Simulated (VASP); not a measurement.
OSZICAR of a VASP run on ZnSe (zinc blende):

OSZICAR:
```
       N       E                     dE             d eps       ncg     rms          rms(c)
DAV:   1     0.852579808101E+02    0.85258E+02   -0.90171E+03   754   0.154E+03
DAV:   2    -0.870743895408E+00   -0.86129E+02   -0.82489E+02   814   0.271E+02
DAV:   3    -0.631051343753E+01   -0.54398E+01   -0.54113E+01   909   0.680E+01
DAV:   4    -0.636593868768E+01   -0.55425E-01   -0.55413E-01   849   0.742E+00
DAV:   5    -0.636625092207E+01   -0.31223E-03   -0.31223E-03   869   0.515E-01    0.439E+00
DAV:   6    -0.608583908158E+01    0.28041E+00   -0.72049E-01  1100   0.280E+01    0.335E+00
DAV:   7    -0.606999502198E+01    0.15844E-01   -0.17760E-01   814   0.425E+00    0.143E+00
DAV:   8    -0.606985552918E+01    0.13949E-03   -0.39584E-03   889   0.628E-01    0.431E-01
DAV:   9    -0.607005700751E+01   -0.20148E-03   -0.93785E-04   839   0.288E-01    0.693E-02
DAV:  10    -0.607013376626E+01   -0.76759E-04   -0.11362E-04   859   0.116E-01    0.158E-02
DAV:  11    -0.607014909300E+01   -0.15327E-04   -0.25292E-05   827   0.617E-02    0.490E-03
DAV:  12    -0.607015027548E+01   -0.11825E-05   -0.31973E-06   889   0.198E-02    0.350E-03
DAV:  13    -0.607015035002E+01   -0.74539E-07   -0.60123E-07   814   0.791E-03
   1 F= -.60701504E+01 E0= -.60701504E+01  d E =-.348626E-16
```

Task: Which electronic solver shows in the log?

Result: It is blocked Davidson (ALGO = Normal, or the opening steps of other solvers). The INCAR had ALGO = Normal.

Task: Can the final energy be trusted as converged?

Result: The run converged. It stopped with EDIFF = 1E-7, NELM = 100 (PW91 GGA, plane waves, VASP's PBE PAW potentials (set 64)).

The compound is ZnSe in the zinc blende structure. This cell is one point of a volume scan, at 1.03 of the reference volume.
